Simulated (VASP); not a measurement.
Computed with LDA (Ceperley-Alder, Perdew-Zunger), VASP's LDA PAW potentials (set 64) (plane waves; VASP 6.6.1).

VASP ran on this input.

KPOINTS:
```
Automatic mesh
0
Gamma
2 2 2
0 0 0
```

INCAR:
```
ALGO  =  Normal
EDIFF  =  1E-7
ENCUT  =  400
IBRION  =  6
ISIF  =  2
ISMEAR  =  0
LASPH  =  T
LCHARG  =  F
LMAXMIX  =  4
LPHON_DISPERSION  =  T
LREAL  =  F
LWAVE  =  F
NELM  =  100
NFREE  =  2
NSW  =  1
POTIM  =  0.015
PREC  =  Accurate
SIGMA  =  0.05
SYSTEM  =  SrCl2
```

QPOINTS:
```
k-points along high-symmetry lines
13
Line-mode
Cartesian
  0.000000   0.000000   0.000000 ! GAMMA
  0.000000   0.146762  -0.000000 ! X

  0.000000   0.146762  -0.000000 ! X
  0.036691   0.146762   0.036691 ! U

  0.110072   0.110072  -0.000000 ! K
  0.000000   0.000000   0.000000 ! GAMMA

  0.000000   0.000000   0.000000 ! GAMMA
  0.073381   0.073381   0.073381 ! L

  0.073381   0.073381   0.073381 ! L
  0.073381   0.146762  -0.000000 ! W

  0.073381   0.146762  -0.000000 ! W
  0.000000   0.146762  -0.000000 ! X
```

**POSCAR**
```
SrCl2
1
    0.0000000000     6.8137373190     6.8137373190
    6.8137373190     0.0000000000     6.8137373190
    6.8137373190     6.8137373190     0.0000000000
Sr Cl
8 16
Direct
  0.0000000000   0.0000000000   0.0000000000
  0.0000000000   0.0000000000   0.5000000000
  0.0000000000   0.5000000000   0.0000000000
  0.0000000000   0.5000000000   0.5000000000
  0.5000000000   0.0000000000   0.0000000000
  0.5000000000   0.0000000000   0.5000000000
  0.5000000000   0.5000000000   0.0000000000
  0.5000000000   0.5000000000   0.5000000000
  0.1250000000   0.1250000000   0.1250000000
  0.1250000000   0.1250000000   0.6250000000
  0.1250000000   0.6250000000   0.1250000000
  0.1250000000   0.6250000000   0.6250000000
  0.6250000000   0.1250000000   0.1250000000
  0.6250000000   0.1250000000   0.6250000000
  0.6250000000   0.6250000000   0.1250000000
  0.6250000000   0.6250000000   0.6250000000
  0.3750000000   0.3750000000   0.3750000000
  0.3750000000   0.3750000000   0.8750000000
  0.3750000000   0.8750000000   0.3750000000
  0.3750000000   0.8750000000   0.8750000000
  0.8750000000   0.3750000000   0.3750000000
  0.8750000000   0.3750000000   0.8750000000
  0.8750000000   0.8750000000   0.3750000000
  0.8750000000   0.8750000000   0.8750000000
```

POTCAR, in this order: Sr_sv Cl (LDA.64 set). Program: vasp_std.

The run wrote:

### OSZICAR
```
       N       E                     dE             d eps       ncg     rms          rms(c)
DAV:   1     0.130953693815E+04    0.13095E+04   -0.78056E+04   690   0.123E+03
DAV:   2     0.109850067656E+02   -0.12986E+04   -0.12558E+04   883   0.302E+02
DAV:   3    -0.109257494992E+03   -0.12024E+03   -0.11975E+03   852   0.850E+01
DAV:   4    -0.114645293448E+03   -0.53878E+01   -0.53783E+01  1044   0.187E+01
DAV:   5    -0.115098079616E+03   -0.45279E+00   -0.45274E+00  1084   0.353E+00    0.466E+01
DAV:   6    -0.112878498732E+03    0.22196E+01   -0.50864E+00   820   0.515E+00    0.302E+01
DAV:   7    -0.112709238870E+03    0.16926E+00   -0.40241E+00   916   0.473E+00    0.277E+00
DAV:   8    -0.112601272463E+03    0.10797E+00   -0.94089E-01   804   0.213E+00    0.996E-01
DAV:   9    -0.112605673899E+03   -0.44014E-02   -0.30280E-02   868   0.438E-01    0.412E-01
DAV:  10    -0.112607503281E+03   -0.18294E-02   -0.57097E-03   924   0.157E-01    0.132E-01
DAV:  11    -0.112607587720E+03   -0.84439E-04   -0.96474E-04   836   0.670E-02    0.367E-02
DAV:  12    -0.112607672619E+03   -0.84899E-04   -0.11530E-04  1020   0.243E-02    0.193E-02
DAV:  13    -0.112607677385E+03   -0.47662E-05   -0.11133E-05   884   0.708E-03    0.477E-03
DAV:  14    -0.112607677879E+03   -0.49464E-06   -0.87025E-07   796   0.182E-03    0.194E-03
DAV:  15    -0.112607677946E+03   -0.66684E-07   -0.74789E-08   516   0.776E-04
   1 F= -.11260768E+03 E0= -.11260768E+03  d E =-.912199E-18
 Found     2 degrees of freedom:
       N       E                     dE             d eps       ncg     rms          rms(c)
DAV:   1    -0.112606651520E+03    0.10264E-02   -0.46499E-01   932   0.160E+00    0.330E-01
DAV:   2    -0.112607187507E+03   -0.53599E-03   -0.11275E-02  1032   0.241E-01    0.195E-01
DAV:   3    -0.112607181462E+03    0.60444E-05   -0.74421E-04  1360   0.410E-02    0.964E-02
DAV:   4    -0.112607174782E+03    0.66805E-05   -0.45495E-05  1272   0.164E-02    0.196E-02
DAV:   5    -0.112607175022E+03   -0.24047E-06   -0.82302E-06  1544   0.700E-03    0.803E-03
DAV:   6    -0.112607174955E+03    0.67439E-07   -0.29746E-06  1184   0.523E-03    0.316E-03
DAV:   7    -0.112607174931E+03    0.23905E-07   -0.52270E-07   952   0.201E-03
   2 F= -.11260717E+03 E0= -.11260717E+03  d E =-.166715E-17
       N       E                     dE             d eps       ncg     rms          rms(c)
DAV:   1    -0.112604954639E+03    0.22203E-02   -0.17313E+00   920   0.276E+00    0.658E-01
DAV:   2    -0.112607224781E+03   -0.22701E-02   -0.46708E-02   981   0.467E-01    0.388E-01
DAV:   3    -0.112607197534E+03    0.27247E-04   -0.29031E-03  1368   0.807E-02    0.190E-01
DAV:   4    -0.112607174722E+03    0.22811E-04   -0.18892E-04  1320   0.313E-02    0.382E-02
DAV:   5    -0.112607175331E+03   -0.60928E-06   -0.24403E-05  1512   0.131E-02    0.156E-02
DAV:   6    -0.112607175080E+03    0.25159E-06   -0.10705E-05  1288   0.102E-02    0.548E-03
DAV:   7    -0.112607174979E+03    0.10110E-06   -0.22263E-06  1208   0.419E-03    0.285E-03
DAV:   8    -0.112607174936E+03    0.42535E-07   -0.41895E-07   912   0.143E-03
   3 F= -.11260717E+03 E0= -.11260717E+03  d E =-.165829E-17
       N       E                     dE             d eps       ncg     rms          rms(c)
DAV:   1    -0.112605006811E+03    0.21682E-02   -0.90095E-01  1150   0.223E+00    0.444E-01
DAV:   2    -0.112607452833E+03   -0.24460E-02   -0.30269E-02  1235   0.441E-01    0.226E-01
DAV:   3    -0.112607364459E+03    0.88374E-04   -0.86387E-04  1740   0.681E-02    0.137E-01
DAV:   4    -0.112607289647E+03    0.74812E-04   -0.35060E-04  1380   0.531E-02    0.295E-02
DAV:   5    -0.112607291833E+03   -0.21856E-05   -0.82061E-05  1508   0.211E-02    0.181E-02
DAV:   6    -0.112607289651E+03    0.21815E-05   -0.10690E-05  1644   0.796E-03    0.964E-03
DAV:   7    -0.112607289075E+03    0.57625E-06   -0.24232E-06  1396   0.390E-03    0.317E-03
DAV:   8    -0.112607288910E+03    0.16514E-06   -0.36050E-07  1172   0.188E-03    0.977E-04
DAV:   9    -0.112607288829E+03    0.80317E-07   -0.12392E-07   812   0.127E-03
   4 F= -.11260729E+03 E0= -.11260729E+03  d E =-.414304E-17
       N       E                     dE             d eps       ncg     rms          rms(c)
DAV:   1    -0.112603700773E+03    0.35881E-02   -0.14485E+00  1169   0.206E+00    0.574E-01
DAV:   2    -0.112607473488E+03   -0.37727E-02   -0.40640E-02  1308   0.439E-01    0.268E-01
DAV:   3    -0.112607380304E+03    0.93184E-04   -0.12309E-03  1644   0.800E-02    0.154E-01
DAV:   4    -0.112607287092E+03    0.93212E-04   -0.71407E-04  1436   0.754E-02    0.443E-02
DAV:   5    -0.112607293278E+03   -0.61852E-05   -0.13801E-04  1316   0.289E-02    0.226E-02
DAV:   6    -0.112607289631E+03    0.36470E-05   -0.13467E-05  1604   0.788E-03    0.972E-03
DAV:   7    -0.112607288789E+03    0.84140E-06   -0.46890E-06  1252   0.469E-03    0.300E-03
DAV:   8    -0.112607288768E+03    0.20895E-07   -0.56442E-07  1300   0.216E-03
   5 F= -.11260729E+03 E0= -.11260729E+03  d E =-.725222E-17
```

### OUTCAR
```
------------------------ aborting loop because EDIFF is reached ----------------------------------------
  FORCE on cell =-STRESS in cart. coord.  units (eV):
  Direction    XX          YY          ZZ          XY          YZ          ZX
  --------------------------------------------------------------------------------------
  Total       -0.4635176     -0.4645402     -0.4645402      0.0000000      0.0490128     -0.0000000
  in kB       -1.1737908     -1.1763802     -1.1763802      0.0000000      0.1241177     -0.0000000
  external PRESSURE =      -1.1755171 kB  Pullay stress =       0.0000000 kB
  volume of cell :      632.68
      direct lattice vectors                 reciprocal lattice vectors
     0.000000000  6.813737319  6.813737319    -0.073381168  0.073381168  0.073381168
     6.813737319  0.000000000  6.813737319     0.073381168 -0.073381168  0.073381168
     6.813737319  6.813737319  0.000000000     0.073381168  0.073381168 -0.073381168
 POSITION                                       TOTAL-FORCE (eV/Angst)
 -----------------------------------------------------------------------------------
      0.00000      0.00000      0.00000        -0.007499     -0.004427     -0.004427
      3.40687      3.40687      0.00000        -0.007226     -0.004067      0.004067
      3.40687      0.00000      3.40687        -0.007226      0.004067     -0.004067
      6.81374      3.40687      3.40687         0.000903      0.001144      0.001144
      0.00000      3.40687      3.40687        -0.007499      0.004427      0.004427
      3.40687      6.81374      3.40687         0.000931      0.001156     -0.001156
      3.40687      3.40687      6.81374         0.000931     -0.001156      0.001156
      6.81374      6.81374      6.81374         0.000903     -0.001144     -0.001144
      1.68843      1.70343      1.70343         0.051910      0.000000     -0.000000
      5.11030      5.11030      1.70343        -0.000595     -0.001840      0.000002
      5.11030      1.70343      5.11030        -0.000595      0.000002     -0.001840
      8.51717      5.11030      5.11030         0.000525      0.000000     -0.000000
      1.70343      5.11030      5.11030         0.000528      0.000000     -0.000000
      5.11030      8.51717      5.11030        -0.000595     -0.000002      0.001840
      5.11030      5.11030      8.51717        -0.000595      0.001840     -0.000002
      8.51717      8.51717      8.51717        -0.002335      0.000000     -0.000000
      5.11030      5.11030      5.11030         0.000314      0.000000     -0.000000
      8.51717      8.51717      5.11030         0.001893     -0.000152     -0.000048
      8.51717      5.11030      8.51717         0.001893     -0.000048     -0.000152
     11.92404      8.51717      8.51717        -0.013386      0.000000     -0.000000
      5.11030      8.51717      8.51717        -0.012928      0.000000      0.000000
      8.51717     11.92404      8.51717         0.001893      0.000048      0.000152
      8.51717      8.51717     11.92404         0.001893      0.000152      0.000048
     11.92404     11.92404     11.92404        -0.004033      0.000000     -0.000000
 -----------------------------------------------------------------------------------
    total drift:                               -0.000407      0.000000      0.000000
  FREE ENERGIE OF THE ION-ELECTRON SYSTEM (eV)
  ---------------------------------------------------
  free  energy   TOTEN  =      -112.6072887682 eV

  energy  without entropy=     -112.6072887682  energy(sigma->0) =     -112.60728877
```
(Selected blocks of OUTCAR.)

The cell is a supercell, built from SrCl2 (fluorite).
